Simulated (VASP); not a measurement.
Energy against volume of Yb (fcc). Level of theory: PBE GGA with D3 dispersion (zero damping), VASP's PBE PAW potentials (set 64) (plane waves; VASP 6.6.1).

The 4f electrons are frozen in the core of the lanthanide potential, so 4f levels, which can set the real gap, and their magnetism are missing.

| V (Å³/atom) | E (eV/atom) |
|---|---|
| 34.949 | -1.70758 |
| 36.065 | -1.71469 |
| 37.180 | -1.71794 |
| 38.296 | -1.71785 |
| 39.411 | -1.71487 |

Q: Fit a third-order Birch-Murnaghan equation of state.

A: 
The volume per atom is 37.70 Å^3/atom and the bulk modulus is 15.1 GPa. The pressure derivative of the bulk modulus is 3.88. The lattice constant a comes out as 5.323 Å.

Measured: bulk modulus 16.3 GPa (computed value off by -7.2 %), as given by doi:10.1007/BF02743909 (ytterbium under pressure), abstract; a 5.485 Å at 293 K (computed value off by -2.9 %), as given by Wikipedia, Ytterbium (infobox). The calculation is for a static lattice, while the measured bulk modulus, a hold thermal and zero-point effects, which are part of the difference.

The compound is Yb in the fcc structure. It was relaxed first, which changed the volume by -8 %.
